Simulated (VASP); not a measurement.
BeSe (zinc blende): the band gap from VASP (plane waves, PAW) at several levels of theory. Gaps are without spin-orbit coupling. Each level names its cell: its own relaxed one, PBE's, or the starting one. A gap is the smallest over the k-mesh and a band path; hybrids may have named points in place of the path, and GW has the mesh alone. The mesh is coarse and the basis finite, so the quasiparticle values are not converged.

| level | band gap (eV) | error against measurement (eV) |
|---|---|---|
| LDA (own cell) | 2.40 | -1.60 |
| PBE (own cell) | 2.67 | -1.33 |
| PBEsol (own cell) | 2.46 | -1.54 |
| RPBE (own cell) | 2.84 | -1.16 |
| AM05 (own cell) | 2.55 | -1.45 |
| PBE-D3(BJ) (own cell) | 2.58 | -1.42 |
| PBE-D4 (own cell) | 2.60 | -1.40 |
| optB88-vdW (own cell) | 2.77 | -1.23 |
| rev-vdW-DF2 (own cell) | 2.63 | -1.37 |
| HSEsol (PBE cell) | 3.43 | -0.57 |
| PBE0 (PBE cell) | 4.21 | +0.21 |
| Hartree-Fock (PBE cell) | 9.54 | +5.54 |
| G0W0@PBE (starting cell) | 3.89 | -0.11 |
| evGW0@PBE (starting cell) | 4.11 | +0.11 |

Measured: 4.00 eV (as given by Das et al., (2018), arXiv:1807.05623).

The cell of the LDA (own cell) run:

BeSe has the cubic space group F-43m (No. 216), the zinc blende structure, Pearson symbol cF8. Cell: a = 5.0877 Å, b = 5.0877 Å, c = 5.0877 Å, α = 90.00°, β = 90.00°, γ = 90.00°. Be on 4a is surrounded by 4 Se at 2.203 Å (tetrahedral). Se on 4d is coordinated by 4 Be at 2.203 Å (tetrahedral). (Neighbours: up to the widest gap in distance over summed covalent radii, below 1.35, at either atom; cation-cation and far metal-metal contacts left out.)
(The calculation used a cell of 2 atoms; values per cell refer to that cell.)

Only levels that ran to the end are used. Left out are those held back, those with too coarse a band path, GW runs whose mesh misses a band edge, hybrids' fits of cells that aren't cubic and levels without matching references; a question may draw on a part of the rest.

The compound is BeSe in the zinc blende structure.
